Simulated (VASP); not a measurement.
Given:

```
CELL_PARAMETERS angstrom
      3.22353     0.00000     0.00000
     -1.61176     2.79166     0.00000
      0.00000     0.00000    10.47055
ATOMIC_POSITIONS crystal
  Mg 0.00000 0.00000 0.00000
  Mg 0.00000 0.00000 0.50000
  Mg 0.33333 0.66667 0.25000
  Mg 0.66667 0.33333 0.75000
```

Method: PBE GGA, VASP's PBE PAW potentials (set 64) (plane waves; VASP 6.6.1). Settings: 300 eV cut-off, 8×8×3 Γ-centred mesh, Gaussian smearing of 0.10 eV, potentials Mg.

Energy and stress use the plane-wave basis of the starting cell.

Task: The ions, cell shape and volume are relaxed. Predict the relaxed structure.

Result: 
```
CELL_PARAMETERS angstrom
      3.20002     0.00000     0.00000
     -1.60001     2.77130     0.00000
      0.00000     0.00000    10.35513
ATOMIC_POSITIONS crystal
  Mg 0.00000 0.00000 0.00000
  Mg 0.00000 0.00000 0.50000
  Mg 0.33333 0.66667 0.25000
  Mg 0.66667 0.33333 0.75000
```
Space group P6_3/mmc (194), at a tolerance of 0.03 Å.

Task: How do energy and volume change from the first to the last step?

Result: The energy (σ→0) changes by -1.7 meV/atom and the volume by -2.5 %, in 3 ionic steps.

| step | E(σ→0) (eV) | max force (eV/Å) | pressure (GPa) | volume (Å³) |
|---|---|---|---|---|
| 1 | -6.0502 | 0.000 | -0.89 | 94.22 |
| 2 | -6.0567 | 0.000 | -0.24 | 92.45 |
| 3 | -6.0571 | 0.000 | 0.00 | 91.83 |

The structure comes from a computed database's Mg entry; how it stands against other phases isn't given here. This run relaxes it. Symmetry was kept, so distortions that lower it aren't found. The run is one of a series of settings (EDIFFG = -0.01, IBRION = 2, ISIF = 3, NSW = 50 against the base run), some of them coarse on purpose.
